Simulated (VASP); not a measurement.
A convergence study with VASP on CdF2 (fluorite): one setting is varied, all else stays as given below, so the limit is that of these other settings.

```
CdF2
1.0
    0.00000     2.69500     2.69500
    2.69500     0.00000     2.69500
    2.69500     2.69500     0.00000
Cd F
1 2
Direct
  0.00000   0.00000   0.00000
  0.25000   0.25000   0.25000
  0.75000   0.75000   0.75000
```

These are PBE GGA, VASP's PBE PAW potentials (set 64) (plane waves; VASP 6.6.1) values and carry that method's errors. The tightest run used: 700 eV cut-off, 16×16×16 Γ-centred mesh, Gaussian smearing of 0.050 eV, potentials Cd F.

Problem. The settings run are 1×1×1 mesh; 2×2×2 mesh; 3×3×3 mesh; 4×4×4 mesh; 5×5×5 mesh; 6×6×6 mesh; 7×7×7 mesh; 8×8×8 mesh; 9×9×9 mesh; 10×10×10 mesh; 11×11×11 mesh; 12×12×12 mesh; 13×13×13 mesh; 14×14×14 mesh; 15×15×15 mesh; 16×16×16 mesh. From which on does the energy per atom stay within 0.01 eV/atom of the tightest run?

Solution. From 3×3×3 mesh on: it is off by 0.0027 there and by no more than 0.01 in any finer run, while 2×2×2 mesh is off by 0.0361.
```json
[
 {"setting": "1×1×1 mesh", "E (eV/atom)": "-1.8247", "pressure (GPa)": "28.41", "irreducible k-points": "1", "difference judged (eV/atom)": "1.7985"},
 {"setting": "2×2×2 mesh", "E (eV/atom)": "-3.5871", "pressure (GPa)": "6.32", "irreducible k-points": "3", "difference judged (eV/atom)": "0.0361"},
 {"setting": "3×3×3 mesh", "E (eV/atom)": "-3.6206", "pressure (GPa)": "5.89", "irreducible k-points": "4", "difference judged (eV/atom)": "0.0027"},
 {"setting": "4×4×4 mesh", "E (eV/atom)": "-3.6229", "pressure (GPa)": "5.87", "irreducible k-points": "8", "difference judged (eV/atom)": "0.0003"},
 {"setting": "5×5×5 mesh", "E (eV/atom)": "-3.6232", "pressure (GPa)": "5.87", "irreducible k-points": "10", "difference judged (eV/atom)": "0.0000"},
 {"setting": "6×6×6 mesh", "E (eV/atom)": "-3.6232", "pressure (GPa)": "5.86", "irreducible k-points": "16", "difference judged (eV/atom)": "0.0000"},
 {"setting": "7×7×7 mesh", "E (eV/atom)": "-3.6232", "pressure (GPa)": "5.86", "irreducible k-points": "20", "difference judged (eV/atom)": "0.0000"},
 {"setting": "8×8×8 mesh", "E (eV/atom)": "-3.6232", "pressure (GPa)": "5.87", "irreducible k-points": "29", "difference judged (eV/atom)": "0.0000"},
 {"setting": "9×9×9 mesh", "E (eV/atom)": "-3.6232", "pressure (GPa)": "5.86", "irreducible k-points": "35", "difference judged (eV/atom)": "0.0000"},
 {"setting": "10×10×10 mesh", "E (eV/atom)": "-3.6232", "pressure (GPa)": "5.86", "irreducible k-points": "47", "difference judged (eV/atom)": "0.0000"},
 {"setting": "11×11×11 mesh", "E (eV/atom)": "-3.6232", "pressure (GPa)": "5.87", "irreducible k-points": "56", "difference judged (eV/atom)": "0.0000"},
 {"setting": "12×12×12 mesh", "E (eV/atom)": "-3.6232", "pressure (GPa)": "5.87", "irreducible k-points": "72", "difference judged (eV/atom)": "0.0000"},
 {"setting": "13×13×13 mesh", "E (eV/atom)": "-3.6232", "pressure (GPa)": "5.86", "irreducible k-points": "84", "difference judged (eV/atom)": "0.0000"},
 {"setting": "14×14×14 mesh", "E (eV/atom)": "-3.6232", "pressure (GPa)": "5.86", "irreducible k-points": "104", "difference judged (eV/atom)": "0.0000"},
 {"setting": "15×15×15 mesh", "E (eV/atom)": "-3.6232", "pressure (GPa)": "5.87", "irreducible k-points": "120", "difference judged (eV/atom)": "0.0000"},
 {"setting": "16×16×16 mesh", "E (eV/atom)": "-3.6232", "pressure (GPa)": "5.87", "irreducible k-points": "145", "difference judged (eV/atom)": "0.0000"}
]
```

Left out are rungs that failed or repeat a setting and relaxations that didn't move; long series are thinned to 24 rows.

The compound is CdF2 in the fluorite structure. The cell was not relaxed at this level.
